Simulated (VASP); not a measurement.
Input:

```
Li2Se
1.0
    0.00000     2.99407     2.99407
    2.99407     0.00000     2.99407
    2.99407     2.99407     0.00000
Li Se
2 1
Cartesian
  1.49704   1.49704   1.49704
  4.49111   4.49111   4.49111
  2.99407   5.98814   2.99407
```

These are AM05 GGA, VASP's PBE PAW potentials (set 64) (plane waves; VASP) values and carry that method's errors. Settings: 520 eV cut-off, 7×7×7 Γ-centred mesh, Gaussian smearing of 0.050 eV, potentials Li_sv Se.

### Question
The job: Li₂Se (antifluorite), 3 atoms, AM05, static run, 520 eV, 7×7×7 Γ-centred mesh. Roughly how much core time does it take on a busy server core?

### Answer
About 8 core-seconds (one run on a shared machine, a rough figure). It had 20 irreducible k-points, 10 bands, up to 1464 plane waves and 13 electronic steps.

The compound is Li2Se in the antifluorite structure. It was relaxed first.
